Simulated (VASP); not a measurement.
Given:

```
PtAs2
1.0
    6.01836     0.00000     0.00000
    0.00000     6.01836     0.00000
    0.00000     0.00000     6.01836
As Pt
8 4
Cartesian
  3.71333   5.31421   0.70415
  0.70415   3.71333   5.31421
  3.71333   3.71333   3.71333
  2.30503   2.30503   2.30503
  5.31421   0.70415   3.71333
  5.31421   2.30503   0.70415
  0.70415   5.31421   2.30503
  2.30503   0.70415   5.31421
  0.00000   3.00918   3.00918
  3.00918   0.00000   3.00918
  0.00000   0.00000   0.00000
  3.00918   3.00918   0.00000
```

Method: PBE GGA, VASP's PBE PAW potentials (set 64) (plane waves; VASP 6.6.1). Settings: 300 eV cut-off, 4×4×4 Γ-centred mesh, Gaussian smearing of 0.010 eV, potentials As Pt.

At this cut-off the stress carries a Pulay error, which pulls relaxed volumes low.

Question: What does the run give for the energy per atom (σ→0), pressure?

Answer: 
- energy per atom (σ→0) = -5.668 eV/atom
- pressure = 2.65 GPa

Only differences to runs with the same potentials and settings are physical.

The structure is a typed PtAs2 crystal. The cell was not relaxed at this level.
